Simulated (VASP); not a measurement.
Given:

```
P
1.0
    1.64991    -5.49647     0.00000
    1.64991     5.49647     0.00000
    0.00000     0.00000     4.53667
P
4
Direct
  0.09519   0.90481   0.91109
  0.40481   0.59519   0.41109
  0.59519   0.40481   0.58891
  0.90481   0.09519   0.08891
```

Calculation: r2SCAN meta-GGA, VASP's PBE PAW potentials (set 64) (plane waves; VASP). Numerical set-up: 520 eV cut-off, 8×8×6 Γ-centred mesh, tetrahedra with Blöchl corrections, potentials P.

The cores are frozen, which limits the accuracy of field gradients.

Q: Give the principal components of the electric field gradient (V/Å²) and the asymmetry η at each nucleus.

A: 
```csv
atom,Vxx,Vyy,Vzz,η
P1,44.8,37.9,-82.6,0.08
P2,44.8,37.9,-82.6,0.08
P3,44.8,37.9,-82.6,0.08
P4,44.8,37.9,-82.6,0.08
```

The compound is P in the black structure. It was relaxed first, which changed the volume by +8 %.
